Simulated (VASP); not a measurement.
**YB (relaxed from the NiAs type structure, space group P6_3/mmc): computed properties**

These are PBEsol GGA, VASP's PBE PAW potentials (set 64) (plane waves; VASP) values and carry that method's errors.

```json
{
  "space_group": "P6_3/mmc (194)",
  "cell": "a = b = 3.4946 Å, c = 7.0591 Å, α = β = 90.00°, γ = 120.00°",
  "volume_per_atom": "18.66 Å^3/atom",
  "band gap (over mesh and band path)": "none (metal, semimetal or under 0.01 eV)",
  "density": "4.44 g/cm³"
}
```

YB has the hexagonal space group P6₃/mmc (No. 194), the NiAs type structure, Pearson symbol hP4. Lattice parameters: a = b = 3.4946 Å, c = 7.0591 Å, α = β = 90.00°, γ = 120.00°. Y on 2a is coordinated by 6 B at 2.681 Å (octahedral). B on 2c sees 6 Y at 2.681 Å (trigonal prismatic). (Neighbours: up to the widest gap in distance over summed covalent radii, below 1.35, at either atom; cation-cation and far metal-metal contacts left out.)

The structure was generated: YB was put into the NiAs type type (P6_3/mmc), which need not be its known phase. It was relaxed first, which changed the volume by -25 %. Symmetry was kept, so distortions that lower it aren't found.
